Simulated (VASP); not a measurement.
```
LiBr
1.0
    0.00000     2.73740     2.73740
    2.73740     0.00000     2.73740
    2.73740     2.73740     0.00000
Li Br
1 1
Direct
  0.00000   0.00000   0.00000
  0.50000   0.50000   0.50000
```

Calculation: AM05 GGA, VASP's PBE PAW potentials (set 64) (plane waves; VASP 6.6.1). Settings: 520 eV cut-off, Gaussian smearing of 0.050 eV, potentials Li_sv Br.

Q: Give the energies of bands 3 to 8 at the high-symmetry points, in eV from the valence-band maximum.

A: 
| band | Γ | X | U | L | W |
|---|---|---|---|---|---|
| 3 | -0.01 | -2.96 | -2.56 | -2.95 | -2.21 |
| 4 | -0.01 | -1.17 | -1.90 | -0.28 | -2.21 |
| 5 | -0.01 | -1.17 | -0.89 | -0.28 | -1.17 |
| 6 | 4.98 | 6.30 | 6.65 | 5.58 | 8.10 |
| 7 | 10.47 | 7.02 | 8.73 | 8.11 | 8.59 |
| 8 | 10.47 | 11.69 | 10.34 | 8.11 | 9.43 |

The gap is indirect, 4.98 eV, from the valence maximum at K-Γ at 0.79 to the conduction minimum at Γ.

Measured: gap 7.60 eV (computed value off by -2.62 eV), as given by Abedi et al., (2022), arXiv:2211.14644.

The compound is LiBr in the rock salt structure. It was relaxed first.
